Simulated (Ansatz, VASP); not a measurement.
## One calculation of SrC2, two programs

```
Sr C
1.0
     2.51733    1.45338    2.30666
    -2.51733    1.45338    2.30666
     0.00000   -2.90676    2.30666
Sr C
1 2
Direct
  0.00000 0.00000 0.00000
  0.59156 0.59156 0.59156
  0.40844 0.40844 0.40844
```

The cell comes from a database or a generator and needn't be the stable form of this composition.

Alike in both runs: task single point; functional LDA; k mesh 9 × 9 × 9; occupations gaussian, width 0.05 eV; no spin polarisation.

|  | VASP | Ansatz |
| --- | --- | --- |
| version | VASP 6.6.1 | Ansatz 0.2.0 |
| potentials or method | VASP PAW LDA potentials, release 64 (Sr_sv, C) | scalar-relativistic, plane waves, PAW |
| plane-wave cutoff (eV) | 520 | 420 |
| valence electrons in the cell | 18 | 18 |

```csv
,VASP,Ansatz,Ansatz less VASP
gap on the k mesh at the Fermi level (eV),1.61,1.65,+0.035
least direct gap on the mesh (eV),2.43,2.44,+0.016
pressure (GPa),-5.4,-5.8,-0.38
largest component of the traceless stress (GPa),0.98,1.28,+0.299
rms of the force components (eV/Å),0.208,0.246,+0.0383
```

Atom by atom the forces differ by 0.038 eV/Å (rms over components).

Caveats: an odd mesh through Γ misses points on the zone boundary, where band edges often lie. As with any semilocal functional, this LDA gap is likely too small.
